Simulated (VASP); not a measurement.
Level of theory: r2SCAN+rVV10, VASP's PBE PAW potentials (set 64) (plane waves; VASP).

VASP input:

### KPOINTS
```
Automatic mesh
0
Gamma
13 13 7
0 0 0
```

INCAR:
```
! general
SYSTEM   = Mg
PREC     = Accurate
ENCUT    = 520
LREAL    = .False.
LASPH    = .True.

! electronic loop
EDIFF    = 1E-7
NELM     = 100
ALGO     = Normal
LMIXTAU  = .True.

! smearing
ISMEAR   = 1
SIGMA    = 0.1

! functional
METAGGA  = R2SCAN
LUSE_VDW = .True.
BPARAM   = 11.95
CPARAM   = 0.0093

! ions
IBRION   = 2
NSW      = 30
ISIF     = 4
EDIFFG   = -0.01

! output
LWAVE    = .False.
LCHARG   = .False.
```

File POSCAR:
```
Mg
1.0
  1.6059149316  -2.7815266997   0.0000000000
  1.6059149316   2.7815266997   0.0000000000
  0.0000000000   0.0000000000   5.1426001999
Mg
2
Cart
  1.6059149316   0.9271774209   1.2856500500
  1.6059149316  -0.9271774209   3.8569501499
```

POTCAR, in this order: Mg (PBE.64 set). Program: vasp_std.

The run wrote:

### OSZICAR
```
       N       E                     dE             d eps       ncg     rms          rms(c)
DAV:   1    -0.494508769648E+01   -0.49451E+01   -0.13517E+03  1008   0.493E+02
DAV:   2    -0.806172816529E+01   -0.31166E+01   -0.29211E+01  1350   0.308E+01
DAV:   3    -0.808371340094E+01   -0.21985E-01   -0.21845E-01  1380   0.357E+00
DAV:   4    -0.808379275404E+01   -0.79353E-04   -0.79320E-04  1416   0.183E-01
DAV:   5    -0.808379321432E+01   -0.46028E-06   -0.46014E-06  1434   0.108E-02    0.965E-01
DAV:   6    -0.801966461044E+01    0.64129E-01   -0.90277E-02  1218   0.183E+00    0.699E-01
DAV:   7    -0.803938152571E+01   -0.19717E-01   -0.49412E-02  1176   0.235E+00    0.148E-01
DAV:   8    -0.804216521859E+01   -0.27837E-02   -0.12085E-02  1134   0.102E+00    0.275E-02
DAV:   9    -0.804199159721E+01    0.17362E-03   -0.14906E-03  1164   0.404E-01    0.247E-02
DAV:  10    -0.804231170124E+01   -0.32010E-03   -0.45905E-04  1134   0.228E-01    0.604E-03
DAV:  11    -0.804233549100E+01   -0.23790E-04   -0.10917E-05  1362   0.369E-02    0.126E-03
DAV:  12    -0.804232253001E+01    0.12961E-04   -0.17271E-06  1188   0.103E-02    0.758E-04
DAV:  13    -0.804233036858E+01   -0.78386E-05   -0.12884E-06  1164   0.141E-02    0.183E-04
DAV:  14    -0.804232657239E+01    0.37962E-05   -0.56724E-07  1134   0.782E-03    0.343E-05
DAV:  15    -0.804232684618E+01   -0.27379E-06   -0.90496E-09   696   0.679E-04    0.215E-05
DAV:  16    -0.804232674418E+01    0.10200E-06   -0.47650E-10   666   0.219E-04    0.146E-05
DAV:  17    -0.804232675746E+01   -0.13275E-07   -0.20036E-10   654   0.113E-04
   1 F= -.80423268E+01 E0= -.80421314E+01  d E =-.804233E+01
       N       E                     dE             d eps       ncg     rms          rms(c)
DAV:   1    -0.804336331487E+01   -0.10366E-02   -0.29985E-03  1368   0.304E-01    0.174E-02
DAV:   2    -0.804336168589E+01    0.16290E-05   -0.19776E-05  1176   0.334E-02    0.110E-02
DAV:   3    -0.804335524315E+01    0.64427E-05   -0.47802E-06  1188   0.150E-02    0.250E-04
DAV:   4    -0.804335844152E+01   -0.31984E-05   -0.60713E-07  1176   0.687E-03    0.212E-04
DAV:   5    -0.804335690397E+01    0.15375E-05   -0.94992E-08   684   0.245E-03    0.953E-05
DAV:   6    -0.804335764881E+01   -0.74484E-06   -0.25135E-08   636   0.112E-03    0.960E-05
DAV:   7    -0.804335706336E+01    0.58545E-06   -0.98929E-09   594   0.651E-04    0.759E-06
DAV:   8    -0.804335711292E+01   -0.49560E-07   -0.31389E-10   606   0.173E-04
   2 F= -.80433571E+01 E0= -.80433995E+01  d E =-.103036E-02
       N       E                     dE             d eps       ncg     rms          rms(c)
DAV:   1    -0.804372071072E+01   -0.36365E-03   -0.24246E-03  1356   0.273E-01    0.159E-02
DAV:   2    -0.804371945019E+01    0.12605E-05   -0.16007E-05  1134   0.301E-02    0.100E-02
DAV:   3    -0.804371404948E+01    0.54007E-05   -0.41460E-06  1188   0.136E-02    0.201E-04
DAV:   4    -0.804371678281E+01   -0.27333E-05   -0.44400E-07  1194   0.594E-03    0.168E-04
DAV:   5    -0.804371547121E+01    0.13116E-05   -0.55385E-08   648   0.192E-03    0.837E-05
DAV:   6    -0.804371608733E+01   -0.61612E-06   -0.16097E-08   570   0.967E-04    0.731E-05
DAV:   7    -0.804371553239E+01    0.55494E-06   -0.74354E-09   558   0.597E-04    0.114E-05
DAV:   8    -0.804371561403E+01   -0.81636E-07   -0.29873E-10   558   0.168E-04
   3 F= -.80437156E+01 E0= -.80439283E+01  d E =-.138886E-02
```

OUTCAR:
```
------------------------ aborting loop because EDIFF is reached ----------------------------------------
  FORCE on cell =-STRESS in cart. coord.  units (eV):
  Direction    XX          YY          ZZ          XY          YZ          ZX
  --------------------------------------------------------------------------------------
  Total       -0.3223245     -0.3223246     -0.3114260      0.0000000     -0.0000000      0.0000000
  in kB      -11.2404936    -11.2404971    -10.8604271      0.0000000     -0.0000000      0.0000000
  external PRESSURE =     -11.1138059 kB  Pullay stress =       0.0000000 kB
  volume of cell :       45.94
      direct lattice vectors                 reciprocal lattice vectors
     1.599036793 -2.769613396  0.000000000     0.312688240 -0.180530611  0.000000000
     1.599036793  2.769613396  0.000000000     0.312688240  0.180530611  0.000000000
    -0.000000000 -0.000000000  5.186936408     0.000000000  0.000000000  0.192792030
 POSITION                                       TOTAL-FORCE (eV/Angst)
 -----------------------------------------------------------------------------------
      1.59904      0.92321      1.29673        -0.000000      0.000000      0.000000
      1.59904     -0.92321      3.89020         0.000000     -0.000000      0.000000
 -----------------------------------------------------------------------------------
    total drift:                                0.000001     -0.000006      0.000001
  FREE ENERGIE OF THE ION-ELECTRON SYSTEM (eV)
  ---------------------------------------------------
  free  energy   TOTEN  =        -8.0437156140 eV

  energy  without entropy=       -8.0443537646  energy(sigma->0) =       -8.04392833

 reached required accuracy - stopping structural energy minimisation
```
(Selected blocks of OUTCAR.)

### CONTCAR
```
Mg
   1.00000000000000
     1.5990367932905301   -2.7696133962012457    0.0000000000000000
     1.5990367932905301    2.7696133962012457    0.0000000000000000
    -0.0000000000000000   -0.0000000000000000    5.1869364082875604
  Mg
     2
Direct
     0.3333330000000032    0.6666669999999968    0.2500000000000000
     0.6666669999999968    0.3333330000000032    0.7500000000000000
```

File OUTCAR:
```
 val. band max:        2.6239978758   @ k =   0.3077   0.3077   0.1429

 cond. band min:       2.7033755099   @ k =   0.3077   0.2308   0.0000


 Fermi energy:         2.6742453258

 k-point     1 :       0.0000    0.0000    0.0000
  band No.  band energies     occupation
      1      -4.7527      2.00000
      2       0.7347      2.00000
      3       1.4470      2.00000
      4      14.3200      0.00000
      5      14.3200      0.00000
      6      14.4748      0.00000

 k-point     2 :       0.0769    0.0000    0.0000
  band No.  band energies     occupation
      1      -4.6288      2.00000
      2       0.8494      2.00000
      3       1.5651      2.00000
      4      12.1119      0.00000
      5      13.1550      0.00000
      6      13.9977      0.00000

 k-point     3 :       0.1538    0.0000    0.0000
  band No.  band energies     occupation
      1      -4.2578      2.00000
      2       1.1932      2.00000
      3       1.9145      2.00000
      4       9.6160      0.00000
      5      12.1158      0.00000
      6      12.7875      0.00000

 k-point     4 :       0.2308    0.0000    0.0000
  band No.  band energies     occupation
      1      -3.6425      2.00000
      2       1.7669      2.00000
      3       2.4750      2.01639
      4       7.2837      0.00000
      5      11.2834      0.00000
      6      11.4922      0.00000

 k-point     5 :       0.3077    0.0000    0.0000
  band No.  band energies     occupation
      1      -2.7877      2.00000
      2       2.5709      2.05651
      3       3.1362     -0.00000
      4       5.2620      0.00000
      5      10.0766      0.00000
      6      10.0923      0.00000

 k-point     6 :       0.3846    0.0000    0.0000
  band No.  band energies     occupation
      1      -1.7002      2.00000
      2       2.7162      0.35415
      3       3.6053     -0.00000
      4       4.7313      0.00000
      5       8.1180      0.00000
      6       8.6076      0.00000
...
```

The compound is Mg in the hcp structure. This cell is one point of a volume scan, at 1.03 of the reference volume. Symmetry was kept, so distortions that lower it aren't found.
